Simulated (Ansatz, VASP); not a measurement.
# CsRbMg6: VASP beside Ansatz

File INCAR:

```
ALGO = Normal
EDIFF = 1E-7
ENCUT = 520
GGA = PE
ISIF = 2
ISMEAR = -1
LASPH = True
LCHARG = False
LREAL = False
LWAVE = False
NBANDS = 25
NELM = 60
PREC = Accurate
SIGMA = 0.05
```

Contents of KPOINTS:

```
k-points
0
Gamma
  5 5 5
```

File POSCAR:

```
CsRbMg6
1.0
    5.5492690000      0.0000000000      0.0000000000
    0.0000000000      3.1856700000      8.3617890000
    0.0000000000     -3.1856700000      8.3617890000
Cs Rb Mg
1 1 6
Direct
    0.5016180000      0.6949250000      0.6786990000
    0.5030720000      0.1861220000      0.1856150000
    0.0032510000      0.8628370000      0.8664240000
   -0.0030130000      0.3595750000      0.3581070000
   -0.0037620000      0.2737320000      0.7810870000
   -0.0061600000      0.7834460000      0.2687740000
    0.5036250000      0.1685950000      0.6798770000
    0.4951690000      0.6782180000      0.1738930000
```

File input.yaml:

```yaml
crystal:
  lattice:
    - [5.549269, 0.0, 0.0]
    - [0.0, 3.18567, 8.361789]
    - [0.0, -3.18567, 8.361789]
  atoms:
    - { symbol: Cs, position: [0.501618, 0.694925, 0.678699] }
    - { symbol: Rb, position: [0.503072, 0.186122, 0.185615] }
    - { symbol: Mg, position: [0.003251, 0.862837, 0.866424] }
    - { symbol: Mg, position: [-0.003013, 0.359575, 0.358107] }
    - { symbol: Mg, position: [-0.003762, 0.273732, 0.781087] }
    - { symbol: Mg, position: [-0.00616, 0.783446, 0.268774] }
    - { symbol: Mg, position: [0.503625, 0.168595, 0.679877] }
    - { symbol: Mg, position: [0.495169, 0.678218, 0.173893] }
hamiltonian:
  xc: pbe
  pseudopotentials: { kind: paw }
kpoints:
  mp_grid: { grid: [5, 5, 5] }
scf:
  occupations: { method: fermi_dirac, width: 0.05 }
output:
  forces: true
  stress: true
  eigenvalues: true
```

Change from the starting cell: atoms moved at random, drawn with an rms of 0.05 Å.

Alike in both runs: task single point; functional PBE; k mesh 5 × 5 × 5; occupations fermi-dirac, width 0.05 eV; no spin polarisation.

|  | VASP | Ansatz |
| --- | --- | --- |
| version | VASP 6.6.1 | Ansatz 0.2.0 |
| potentials or method | VASP PAW PBE potentials, release 64 (Cs_sv, Rb_sv, Mg) | Ansatz PAW |
| plane-wave cutoff (eV) | 520 | 420 |
| valence electrons in the cell | 30 | 78 |

VASP gave:

```
gap on the k mesh at the Fermi level (eV)       : none
pressure (GPa)                                  : -0.3
largest component of the traceless stress (GPa) : 2.46
rms of the force components (eV/Å)              : 0.106
```

Q: Estimate Ansatz's values.

A: gap on the k mesh at the Fermi level (eV): none; pressure (GPa): -0.3; largest component of the traceless stress (GPa): 2.44; rms of the force components (eV/Å): 0.104.

Atom by atom the forces differ by 0.003 eV/Å (rms over components). A gap of «none» marks a metal or a gap that the smearing closes. The two sets of potentials don't hold the same shells in valence.

The runs have no spin-orbit coupling, so splittings on Cs are missing.
